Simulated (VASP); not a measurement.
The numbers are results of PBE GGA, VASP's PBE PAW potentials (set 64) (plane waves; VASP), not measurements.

VASP ran on this input.

KPOINTS:
```
Regular mesh
0
gamma
11 11 6
```

### POSCAR
```
Ho
1
    1.7561740000    -3.1730490000     0.0000000000
    1.7561740000     3.1730490000     0.0000000000
    0.0000000000     0.0000000000     5.7533770000
Ho
2
Direct
  0.3333330000   0.6666670000   0.2500000000
  0.6919370000   0.3586030000   0.7500000000
```

**INCAR**
```
! general
SYSTEM   =  Ho
PREC     =  Accurate
ENCUT    =  400
LREAL    =  .FALSE.
LASPH    =  .TRUE.
SYMPREC  =  1E-3

! electronic loop
EDIFF    =  1E-6
NELM     =  100
ALGO     =  Normal
LMAXMIX  =  6

! smearing
ISMEAR   =  1
SIGMA    =  0.1

! functional
GGA      =  PE

! ions
ISIF     =  2

! output
LWAVE    =  .FALSE.
LCHARG   =  .FALSE.
```

POTCAR, in this order: Ho_3 (PBE.64 set). Program: vasp_std.

The 4f electrons are frozen in the core of the lanthanide potential, so 4f levels, which can set the real gap, and their magnetism are missing.

Problem. Predict the energy per atom (σ→0), largest force, band gap (on the k-mesh).

Solution. 
```
Item                                                         Value
------------------------  ----------------------------------------
energy per atom (σ→0)                               -4.502 eV/atom
band gap (on the k-mesh)  none (metal, semimetal or under 0.01 eV)
largest force                                           0.115 eV/Å
```

File OSZICAR:
```
...
DAV:   5    -0.899798337369E+01   -0.41302E-02   -0.41087E-02 10588   0.177E+00    0.235E+01
DAV:   6    -0.899588680172E+01    0.20966E-02   -0.27288E-02 10608   0.212E+00    0.140E+01
DAV:   7    -0.900328722475E+01   -0.74004E-02   -0.50030E-02 10074   0.296E+00    0.294E-01
DAV:   8    -0.900297782145E+01    0.30940E-03   -0.31298E-03  9719   0.606E-01    0.583E-02
DAV:   9    -0.900299646036E+01   -0.18639E-04   -0.21119E-04 10726   0.154E-01    0.326E-02
DAV:  10    -0.900299002644E+01    0.64339E-05   -0.28180E-05 10671   0.592E-02    0.422E-02
DAV:  11    -0.900299072307E+01   -0.69662E-06   -0.19294E-06  6942   0.165E-02
   1 F= -.90029907E+01 E0= -.90034922E+01  d E =0.150430E-02
```

The compound is Ho in the hcp structure. The cell was not relaxed at this level, atoms are displaced from their ideal sites. The run is one of a series of settings (SYMPREC = 1E-3 against the base run), some of them coarse on purpose.
